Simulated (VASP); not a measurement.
Consider the following.

```
Cs
1.0
   -2.97494     2.97494     2.97494
    2.97494    -2.97494     2.97494
    2.97494     2.97494    -2.97494
Cs
1
Direct
  0.00000   0.00000   0.00000
```

Computed with PBE GGA with D4 dispersion, VASP's PBE PAW potentials (set 64) (plane waves; VASP). Settings: 520 eV cut-off, 9×9×9 Γ-centred mesh, first-order Methfessel-Paxton smearing of 0.10 eV, potentials Cs_sv.

Problem. The job: Cs (bcc), 1 atom, PBE-D4, static run, 520 eV, 9×9×9 Γ-centred mesh. Roughly how much core time does it take on a busy server core?

Solution. About 20 core-seconds (one run on a shared machine, a rough figure). It had 35 irreducible k-points, 8 bands, up to 2899 plane waves and 12 electronic steps.

The compound is Cs in the bcc structure. This cell is one point of a volume scan, at 0.94 of the reference volume.
